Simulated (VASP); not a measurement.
Here is the system:

```yaml
crystal:
  lattice:
    - [1.62455, -2.75862, 0.00000]
    - [1.62455, 2.75862, 0.00000]
    - [0.00000, 0.00000, 5.09946]
  atoms:
    - { symbol: Mg, position: [0.33333, 0.66667, 0.25000] }
    - { symbol: Mg, position: [0.66667, 0.33333, 0.75000] }
```

Calculation: r2SCAN meta-GGA, VASP's PBE PAW potentials (set 64) (plane waves; VASP 6.6.1). Numerical set-up: 480 eV cut-off, 12×12×8 Γ-centred mesh, first-order Methfessel-Paxton smearing of 0.10 eV, potentials Mg.

### Question
Give the stress tensor in GPa (positive for a compressed cell).

### Answer

```
-1.51   0.00   0.00
 0.00  -0.27   0.00
 0.00   0.00  -0.56
```
The pressure is its mean diagonal, -0.78 GPa.

The compound is Mg in the hcp structure. This cell was strained or had an atom moved on purpose.
